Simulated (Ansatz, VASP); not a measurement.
# NiTe2 (Melonite) in two plane-wave programs

Wanted: the spread between two codes on one cell, functional and k mesh. The cell is taken from a series of runs on this material, whose earlier steps may have relaxed, scaled, displaced or heated it; both programs get it as it stands.

Program: Ansatz 0.2.0. Level of theory: plane waves, with VASP 6.6.1 beside it; relaxation of cell and atoms at LDA. Results are calculated unless marked as measured.

### 1. The structure

The structure is trigonal, space group P-3m1 (No. 164). The conventional cell has a = 3.800 Å, b = 3.800 Å, c = 5.104 Å, α = 90.00°, β = 90.00°, γ = 120.00°. Ni has 6 Te at 2.54 Å nearest. Nearest to Te lie 3 Ni at 2.54 Å. Farther neighbours and most contacts between anions are not listed.

### 2. Ansatz: relaxation of cell and atoms, LDA

Ansatz runs on its PAW soft_1 files.

The relaxed volume is the usual yardstick between codes: in a stiff, nearly cubic crystal its relative difference is about their pressure difference at one cell divided by the bulk modulus.

input.yaml reads:

```yaml
crystal:
  lattice:
    - [3.8004274006, 0.0, 0.0]
    - [-1.9002137003, 3.2912666742, 0.0]
    - [0.0, 0.0, 5.1039288912]
  atoms:
    - { symbol: Ni, position: [0.0, 0.0, 0.0] }
    - { symbol: Te, position: [0.3333333333, 0.6666666667, 0.2514627755] }
    - { symbol: Te, position: [0.6666666667, 0.3333333333, 0.7485372245] }
kpoints:
  mp_grid: { grid: [15, 15, 10] }
hamiltonian:
  xc: lda
  pseudopotentials: { kind: paw, azcp: { folder: soft_1 }, xc_functional: pbe }
scf:
  occupations: { method: fermi_dirac, width: 0.15 }
output:
  forces: true
  stress: true
  eigenvalues: true
  write_density: true
  write_potential: true
  elf: true
  volumetric_format: npy
relax:
  adjacent_minimum: "off"
  f_tol: 0.001
  max_steps: 60
  cell: { stress_tol: 0.01 }
```

Launch:

```sh
$ ansatz run input.yaml --threads 4 --pin off --max-ram 15360MiB --backend cpu --events-out ev --progress --plain --runs-dir out
```

Numbers of over 12 decimals in the logs are rounded to 6 here.

The log of the run:

```text
band count auto-derived: 31 (N_el = 50.0; filled up to band 25; 30 by the electrons, moments and atoms)
Engine: ansatz 0.2.0, x86_64-unknown-linux-gnu
Pseudopotentials: kind: paw
Pseudopotential: Ni, paw, valence charge 18, recommended cutoff 420 eV (normal), soft_1/Ni.paw.azcp
Pseudopotential: Te, paw, valence charge 16, recommended cutoff 420 eV (normal), soft_1/Te.paw.azcp
Functional definition: SPW92
  exchange = slater_x
  correlation = pw_c
Crystal: 3 atoms, lattice volume = 63.841 Å³
Basis set: ecut = 420 eV, 1253 PW (Γ)
Bands: 31, of which v1, the nominal top of the filled ones, is band 25 counted from 1 (24 counted from 0)
Symmetry: 12 space group operations
Space group: P-3m1 (ITA 164), of the structure as read, at distance tolerance 4.0e-5 Å
k-points: 238 of 2250
Non-local potential: Ni, projectors of the file, l = 0: 3, l = 1: 2, l = 2: 3, l = 3: 1
Non-local potential: Te, projectors of the file, l = 0: 2, l = 1: 2, l = 2: 2, l = 3: 1
PAW form: soft (Blöchl's): semilocal exchange-correlation on the pseudo side does not see the compensation charge
PAW frozen core: Ni, regenerated for the run's functional, and the local potential with it (the file was generated under x = pbe(κ = 0.804, μ = 0.219515), c = pbe(β = 0.066725))
PAW frozen core: Te, regenerated for the run's functional, and the local potential with it (the file was generated under x = pbe(κ = 0.804, μ = 0.219515), c = pbe(β = 0.066725))
PAW one-centre angular grid: Ni, 590 points (default); XC on 64 Gauss nodes
PAW one-centre angular grid: Te, 590 points (default); XC on 64 Gauss nodes
Initial density: superposition of atomic densities (chi_scale 0.1, normalization cell, long waves kept (reshape's long-wave potential 0.01 eV rms))
Initial wavefunctions: pseudopotential atomic-orbital guess
Functional: x = slater, c = lda
SCF iter   1: F=—  HF=-19432.698016 eV  |F-HF|=—  |Δ(HF+E_count)|=         —  Δρ=1.89e-1  dr2=2.45e1  ethr=3.10e-3  ⟨swp⟩=7.8  Hψ=34984  notcnv=0
preconditioner: auto → Kerker (q_TF=auto, 2.619 Å⁻¹)  [metal: Δε(μ)=0.009 eV  Ē_g=10.470 eV  σ=0.150 eV  W_gap=0.01  n_scr=22 (ndim 8)  ℏωp=21.8 eV  f_vac=0.001  D(μ)=1.47/eV (n_scr^D=8)]
SCF iter   2: F=—  HF=-19432.242965 eV  |F-HF|=—  |Δ(HF+E_count)|=   4.55e-1  Δρ=2.79e-1  dr2=2.70e1  ethr=3.10e-3  ⟨swp⟩=4.0  Hψ=20504  notcnv=0  defer=1
SCF iter   3: F=—  HF=-19429.403838 eV  |F-HF|=—  |Δ(HF+E_count)|=    2.84e0  Δρ=5.49e-2  dr2=1.41e0  ethr=3.10e-3  ⟨swp⟩=2.9  Hψ=17179  notcnv=0  defer=1
SCF iter   4: F=—  HF=-19430.103218 eV  |F-HF|=—  |Δ(HF+E_count)|=   6.99e-1  Δρ=2.08e-1  dr2=2.05e1  ethr=2.83e-3  ⟨swp⟩=3.1  Hψ=13468  notcnv=0  defer=1  recentre
SCF iter   5: F=—  HF=-19428.975169 eV  |F-HF|=—  |Δ(HF+E_count)|=    1.13e0  Δρ=6.77e-2  dr2=2.43e0  ethr=2.83e-3  ⟨swp⟩=2.4  Hψ=16497  notcnv=0
[...]
iter 7 did not close the SCF: its close was put off for the readings that it lacked (scf_convergence_deferred on its scf_iter line)
SCF iter   7: F=-19428.803311 eV  HF=-19428.803311 eV  |F-HF|=3.64e-12  |Δ(HF+E_count)|=    0.00e0  Δρ=1.06e-8  dr2=4.85e-14  ethr=1.00e-12  ⟨swp⟩=1.0  Hψ=7378  notcnv=0
iter 8 did not close the SCF: its close was put off for the readings that it lacked (scf_convergence_deferred on its scf_iter line)
SCF iter   8: F=-19428.803311 eV  HF=-19428.803311 eV  |F-HF|=0.00e0  |Δ(HF+E_count)|=  3.64e-12  Δρ=4.63e-9  dr2=1.41e-14  ethr=1.00e-12  ⟨swp⟩=1.0  Hψ=7378  notcnv=0
iter 9 did not close the SCF: its close was put off for the readings that it lacked (scf_convergence_deferred on its scf_iter line)
SCF iter   9: F=-19428.803311 eV  HF=-19428.803311 eV  |F-HF|=7.28e-12  |Δ(HF+E_count)|=  7.28e-12  Δρ=3.25e-9  dr2=4.96e-15  ethr=1.00e-12  ⟨swp⟩=1.0  Hψ=7378  notcnv=0
SCF iter  10: F=-19428.803311 eV  HF=-19428.803311 eV  |F-HF|=1.46e-11  |Δ(HF+E_count)|=    0.00e0  Δρ=9.05e-10  dr2=5.73e-16  ethr=1.00e-12  ⟨swp⟩=3.5  Hψ=24229  notcnv=0
SCF 6 converged in 10 iterations: F = -19428.803311 eV  dr2 = 5.73e-16
relax step   6: F+E_penalty+E_count = -19428.80331103 eV  Δ(F+E_penalty+E_count) = -3.850e-5 eV  max|allowed force component| = 2.117e-5 eV/Å  Δτ_max = 0.0000 Å  P = -0.001 GPa  Ω = 63.930 Å³  stress off target by 1.14e-3 GPa  SCF on the basis re-selected at this cell (its energy is not comparable with the rows above)  (10 SCF iters)
basis re-selected at this cell: Δ(F+E_penalty+E_count) = -3.850e-5 eV, ΔP = +0.000 GPa vs the last step (what re-selecting the basis moved, of the pressure what is left beyond the Pulay correction that the steps carried, after the strain that the cell walked since its last selection, with what the two solves' SCF thresholds leave and, on support functions, any second-order correction that the steps lacked; it is no m [...]
SCF converged after 10 iterations
Free energy (F): -19428.803311 eV
Harris-Foulkes:  -19428.803311 eV  (|F-HF|=1.46e-11)
Internal energy: -19428.686208 eV  (E = F + TS)
E sigma→0 (E₀):  -19428.744760 eV
Entropy (-TS):   -0.117103 eV (-39.034 meV/atom)
Fermi energy:    13.136076 eV
--- Per-component energies (eV) ---
  E_band       = -776.530048
  E_kinetic    = 692.710768
  E_local      = -6830.402701  (includes V_loc(G=0)·N_el)
  E_nonlocal   = 30.186532
  E_hartree    = 3540.465508
  E_xc         = -358.968046
  E_vxc        = -354.255474  (∫ρ·V_xc dr)
  E_paw        = -10627.868342  (= ΣΔE_a)
  E_vpaw       = -1395.701169  (= ΣTr[D̂ρ^β])
  E_aug_tail   = 0.000978  (compensation charges beyond the density's cutoff)
  E_ewald      = -5876.602312
  E_core_change = 1.791406  (= ΣΔE_core)
  E_smearing   = -0.117103  (= −TS)
  E_closure    = -0.000000  (closes the sum)
  Σ components = -19428.803311   (vs F -19428.803311, Δ=0.00e0)
--- Forces (eV/Å), atoms counted from 1 ---
  atom   1  Ni    -0.00000000    -0.00000000     0.00000000
  atom   2  Te    -0.00000000     0.00000000     0.00002117
  atom   3  Te     0.00000000    -0.00000000    -0.00002117
  max |Σ_I F_I| component: 1.39e-17 eV/Å
--- Stress (GPa, compression-positive) ---
       -0.000346      -0.000000      -0.000000
       -0.000000      -0.000346      -0.000000
       -0.000000      -0.000000      -0.001140
  P = ⅓ Tr σ = -0.0006 GPa (-0.006 kbar)
--- Band table (eV; the first three rows and the last of 238) ---
  k-point 0: bands = [... 21 lower, 11.3469, 13.4398, 13.4398, 14.0530, 14.0530, 15.7368, 16.5805, 18.8084, ... 2 higher]
  k-point 1: bands = [... 21 lower, 11.3489, 13.3365, 13.3365, 14.1741, 14.1741, 15.4514, 16.6465, 18.9107, ... 2 higher]
  k-point 2: bands = [... 21 lower, 11.3539, 13.1462, 13.1462, 14.4142, 14.4142, 14.7369, 16.8507, 19.1171, ... 2 higher]
  k-point 237: bands = [... 21 lower, 10.4475, 10.9765, 11.2712, 11.2712, 15.5169, 15.5169, 20.2981, 20.2981, ... 2 higher]
--- Relaxed structure (5 steps of the walk, 4 accepted, 1 SCFs on fresh bases) ---
  F+E_penalty+E_count = -19428.80331103 eV   max|allowed force component| = 2.117e-5 eV/Å   (the final SCF, on the basis selected at the relaxed cell)
  cell:  # Å, volume = 63.9299 Å³
    - [3.798685, 0.0, 0]
    - [-1.899343, 3.289758, 0]
    - [0, 0, 5.115720]
  atoms:
    - { symbol: Ni, position: [0, 0, 0] }
    - { symbol: Te, position: [0.333333, 0.666667, 0.251768] }
    - { symbol: Te, position: [0.666667, 0.333333, 0.748232] }
```

### 3. VASP: relaxation of cell and atoms, LDA

The same cell, functional (in two slightly different forms), mesh and smearing now go to VASP, with its own data sets.

Lines of VASP's logs that name or quote its potential files are left out, and so is its time.

INCAR reads:

```
SYSTEM = NiTe2
PREC = Accurate
ENCUT = 600
EDIFF = 1E-07
NELM = 120
ISMEAR = -1
SIGMA = 0.15
LREAL = .FALSE.
ALGO = Normal
GGA = CA
NBANDS = 17
LASPH = .TRUE.
LORBIT = 11
LWAVE = .FALSE.
LCHARG = .FALSE.
ISIF = 3
IBRION = 2
NSW = 80
EDIFFG = -0.005
GGA_COMPAT = .FALSE.
NELMIN = 4
KPAR = 2
```

POSCAR reads:

```
NiTe2
1.0
    3.8004270000      0.0000000000      0.0000000000
   -1.9002140000      3.2912670000      0.0000000000
    0.0000000000      0.0000000000      5.1039290000
Ni Te
1 2
Direct
    0.0000000000      0.0000000000      0.0000000000
    0.3333334210      0.6666666667      0.2514627457
    0.6666668421      0.3333333333      0.7485372543
```

KPOINTS reads:

```
Automatic mesh
0
Gamma
15 15 10
0 0 0
```

The projector-augmented-wave data sets are Ni and Te (LDA family, release 64).

Launch:

```sh
$ mpirun -np 2 vasp_std
```

The log of the run:

```text
[banner, memory and clock lines left out]
running    2 mpi-ranks, on    1 nodes
 distrk:  each k-point on    1 cores,    2 groups
 distr:  one band on    1 cores,    1 groups

 POSCAR found type information on POSCAR NiTe
 POSCAR found :  2 types and       3 ions
 LDA part: xc-table for (Slater(with rela. corr.)+CA(PZ))
 , standard interpolation
 POSCAR, INCAR and KPOINTS ok, starting setup
 FFT: planning ... GRIDC
 FFT: planning ... GRID_SOFT
 FFT: planning ... GRID
 WAVECAR not read
 entering main loop
       N       E                     dE             d eps       ncg     rms          rms(c)
DAV:   1     0.119532863253E+03    0.11953E+03   -0.10114E+04  8100   0.137E+03
DAV:   2    -0.743622813953E+01   -0.12697E+03   -0.12238E+03  8691   0.256E+02
DAV:   3    -0.158611986949E+02   -0.84250E+01   -0.82016E+01 10286   0.715E+01
DAV:   4    -0.160657033212E+02   -0.20450E+00   -0.20408E+00 10388   0.105E+01
DAV:   5    -0.160706019254E+02   -0.48986E-02   -0.48983E-02 10967   0.168E+00    0.148E+01
DAV:   6    -0.194510282944E+02   -0.33804E+01   -0.34579E+01  8494   0.113E+02    0.202E+01
DAV:   7    -0.151839148499E+02    0.42671E+01   -0.82409E+00 10242   0.754E+01    0.537E+00
DAV:   8    -0.152286342076E+02   -0.44719E-01   -0.21415E+00 10851   0.246E+01    0.444E+00
DAV:   9    -0.150928997318E+02    0.13573E+00   -0.72939E-01  9095   0.153E+01    0.158E+00
DAV:  10    -0.150922729506E+02    0.62678E-03   -0.22540E-02  9005   0.126E+00    0.129E+00
DAV:  11    -0.150915032769E+02    0.76967E-03   -0.18610E-03 10393   0.555E-01    0.382E-01
DAV:  12    -0.150914307888E+02    0.72488E-04   -0.26245E-04  8903   0.103E-01    0.177E-01
DAV:  13    -0.150913629256E+02    0.67863E-04   -0.74343E-05 10501   0.155E-01    0.865E-02
DAV:  14    -0.150913373985E+02    0.25527E-04   -0.45994E-05 11506   0.105E-01    0.271E-02
DAV:  15    -0.150913348294E+02    0.25691E-05   -0.88907E-06 12353   0.355E-02    0.947E-03
DAV:  16    -0.150913346620E+02    0.16741E-06   -0.68937E-07 10277   0.927E-03    0.484E-03
DAV:  17    -0.150913345795E+02    0.82528E-07   -0.25962E-07  7600   0.798E-03
   1 F= -.15091335E+02 E0= -.15032929E+02  d E =-.150913E+02
[...]
2 F= -.15091472E+02 E0= -.15032609E+02  d E =-.137899E-03
[...]
3 F= -.15091555E+02 E0= -.15032866E+02  d E =-.220519E-03
[...]
4 F= -.15091639E+02 E0= -.15032898E+02  d E =-.843064E-04
 trial-energy change:   -0.000084  1 .order   -0.000087   -0.000119   -0.000056
 step:   1.7377(harm=  1.7377)  dis= 0.00278  next Energy=   -15.091667 (dE=-0.112E-03)
 bond charge predicted
       N       E                     dE             d eps       ncg     rms          rms(c)
DAV:   1    -0.150918561486E+02   -0.21669E-03   -0.37296E-03 10240   0.796E-01    0.138E-01
DAV:   2    -0.150926195487E+02   -0.76340E-03   -0.59604E-03  8634   0.159E+00    0.291E-01
DAV:   3    -0.150916834900E+02    0.93606E-03   -0.32361E-03  8696   0.122E+00    0.319E-02
DAV:   4    -0.150916630067E+02    0.20483E-04   -0.10591E-04  9144   0.878E-02    0.143E-02
DAV:   5    -0.150916618197E+02    0.11870E-05   -0.42695E-06 11612   0.298E-02    0.945E-03
DAV:   6    -0.150916616466E+02    0.17310E-06   -0.37216E-07  8796   0.460E-03    0.442E-03
DAV:   7    -0.150916616064E+02    0.40213E-07   -0.81190E-08  4366   0.425E-03
   5 F= -.15091662E+02 E0= -.15032874E+02  d E =-.106508E-03
 curvature:  -1.03 expect dE=-0.476E-05 dE for cont linesearch -0.164E-09
 trial: gam= 0.03880 g(F)=  0.772E-06 g(S)=  0.384E-05 ort = 0.156E-06 (trialstep = 0.109E+01)
 search vector abs. value=  0.485E-05
 reached required accuracy - stopping structural energy minimisation
```

Parts of OUTCAR (step 3):

```text
ion  position               nearest neighbor table
   1  0.000  0.000  0.000-   3 2.54   2 2.54   2 2.54   3 2.54   2 2.54   3 2.54
   2  0.333  0.667  0.251-   1 2.54   1 2.54   1 2.54   3 3.35   3 3.35   3 3.35   3 3.38   3 3.38
                             3 3.38
   3  0.667  0.333  0.749-   1 2.54   1 2.54   1 2.54   2 3.35   2 3.35   2 3.35   2 3.38   2 3.38
                             2 3.38

  LATTYP: Found a hexagonal cell.
 ALAT       =     3.8004270000
 C/A-ratio  =     1.3429883011

 Subroutine GETGRP returns: Found 12 space group operations
 (whereof 12 operations were pure point group operations)

The static configuration has the point symmetry D_3d.

 Found    238 irreducible k-points:

   k-points           NKPTS =    238   k-points in BZ     NKDIM =    238   number of bands    NBANDS=     17

   dimension x,y,z NGX =    30 NGY =   30 NGZ =   42
   dimension x,y,z NGXF=    60 NGYF=   60 NGZF=   84

   ENCUT  =  600.0 eV  44.10 Ry    6.64 a.u.   7.59  7.59 10.19*2*pi/ulx,y,z

   NELECT =      22.0000    total number of electrons

 k-points in reciprocal lattice and weights: Automatic mesh
   0.00000000  0.00000000  0.00000000       0.000
   0.06666667  0.00000000  0.00000000       0.003
   0.13333333  0.00000000  0.00000000       0.003
   0.20000000  0.00000000  0.00000000       0.003
   0.26666667  0.00000000  0.00000000       0.003
   0.33333333  0.00000000  0.00000000       0.003
   0.40000000  0.00000000  0.00000000       0.003
   0.46666667 -0.00000000  0.00000000       0.003
   0.06666667  0.06666667  0.00000000       0.003
[...]
0.33333333  0.26666667  0.50000000       0.005
   0.33333333  0.33333333  0.50000000       0.001

 average (electrostatic) potential at core
       1 -82.6641       2 -86.7962       3 -86.7962

 E-fermi :   8.9037

 k-point     1 :       0.0000    0.0000    0.0000
  band No.  band energies     occupation
    ...
      4       5.0132      2.00000
      5       5.0132      2.00000
      6       6.5764      2.00000
      7       6.5764      2.00000
      8       7.1081      1.99999
      9       9.2254      0.20970
     10       9.2254      0.20970
     11       9.8071      0.00483
     12       9.8071      0.00483
     13      11.5308      0.00000
    ...

 k-point     2 :       0.0667    0.0000    0.0000
  band No.  band energies     occupation
    ...
      6       6.5406      2.00000
      7       6.5542      2.00000
      8       7.0834      1.99999
      9       8.6467      1.69449
     10       8.8777      1.08653
     11       9.7670      0.00631
     12      10.1136      0.00063
     13      11.4610      0.00000
     14      12.7363      0.00000
     15      14.7424      0.00000
    ...

 k-point     3 :       0.1333    0.0000    0.0000
  band No.  band energies     occupation
    ...
      6       6.3854      2.00000
      7       6.4901      2.00000
      8       6.9841      1.99999
      9       7.7999      1.99873
     10       8.3539      1.95009
     11       9.3656      0.08794
     12      10.5104      0.00004
     13      11.2374      0.00000
     14      13.3787      0.00000
     15      14.5673      0.00000
    ...

  Total        0.0052278      0.0052278     -0.0135659     -0.0000000     -0.0000000      0.0000000
  in kB        0.1310935      0.1310935     -0.3401855     -0.0000000     -0.0000000      0.0000000
  external PRESSURE =      -0.0259995 kB  Pullay stress =       0.0000000 kB

  energy-cutoff  :      600.00
  volume of cell :       63.89
      direct lattice vectors                 reciprocal lattice vectors
     3.799119541  0.000000000 -0.000000000     0.263218882  0.151969502 -0.000000000
    -1.899560270  3.290134707 -0.000000000    -0.000000000  0.303938923 -0.000000000
     0.000000000  0.000000000  5.111495079     0.000000000  0.000000000  0.195637477

 POSITION                                       TOTAL-FORCE (eV/Angst)
 -----------------------------------------------------------------------------------
      0.00000      0.00000      0.00000         0.000000      0.000000      0.000000
     -0.00000      2.19342      1.28992        -0.000000      0.000000      0.002829
      1.89956      1.09671      3.82158        -0.000000     -0.000000     -0.002829
 -----------------------------------------------------------------------------------
    total drift:                               -0.000241     -0.000000      0.000000

  FREE ENERGIE OF THE ION-ELECTRON SYSTEM (eV)
  ---------------------------------------------------
  free  energy   TOTEN  =       -15.0916616064 eV

  energy  without entropy=      -14.9740871784  energy(sigma->0) =      -15.03287439

 reached required accuracy - stopping structural energy minimisation

 total charge
# of ion       s       p       d       tot
------------------------------------------
    1        0.462   0.539   8.446   9.448
    2        1.409   1.885   0.077   3.371
    3        1.409   1.885   0.077   3.371
--------------------------------------------------
tot          3.280   4.310   8.600  16.190

[... 3 further parts left out ...]
```

CONTCAR:

```
NiTe2
   1.00000000000000
     3.7991195410624576    0.0000000002001681   -0.0000000000000000
    -1.8995602701858632    3.2901347065476441   -0.0000000000000000
     0.0000000000000000    0.0000000000000000    5.1114950787566036
  Ni              Te
     1     2
Direct
     0.0000000000000000    0.0000000000000000    0.0000000000000000
     0.3333334209999990    0.6666666667000030    0.2523559295633075
     0.6666668420999997    0.3333333332999970    0.7476440704366923
```

The run keeps the 12 symmetry operations of its start, so it cannot find a distortion of lower symmetry.

### 4. Side by side

Known differences besides the potentials themselves: the two LDA forms differ slightly; the data sets hold 50 valence electrons in Ansatz (on its PAW soft_1 files) and 22 in VASP; the cutoff is 420 eV in Ansatz and 600 eV in VASP; VASP's log shows a relativistic correction to its local exchange, Ansatz's none; Ansatz adds a Pulay correction to the stress that steers its cell, VASP none. Total energies have different zeros and are not compared.

Compared:

| quantity | Ansatz | VASP | difference |
| --- | --- | --- | --- |
| volume (Å³) | 63.93 | 63.89 | +0.06 % |
| edge a after relaxation, in the typed setting (Å) | 3.799 | 3.799 | -0.01 % |
| edge c after relaxation, in the typed setting (Å) | 5.116 | 5.112 | +0.08 % |

### 5. Outcome

| Quantity | Value |
| --- | --- |
| difference in edge c after relaxation, in the typed setting (relaxation of cell and atoms, LDA) | 0.082 % |

The difference in edge c after relaxation, in the typed setting is 0.082 % (relaxation of cell and atoms, LDA), within the 1.2 % picked in this series as the mark of a large difference, as far as the stopping tolerances let one tell. The data sets hold unlike numbers of valence electrons (50 in Ansatz and 22 in VASP), so part of the differences comes from the potentials. How closely two codes agree says nothing of how well the functional describes the real material.

[Lines on the potential files, build, host, timing and source positions are cut from VASP's logs without a mark.]

[Logs are printed without paths, hosts, clocks, repeated set-up lines and the standing remarks that a program may print on its own settings, such as how far it seeks lower states.]

[Hosts, paths, dates, database ids (printed as entryN), source tags and the programs' standing remarks are cut or masked in the printed files.]
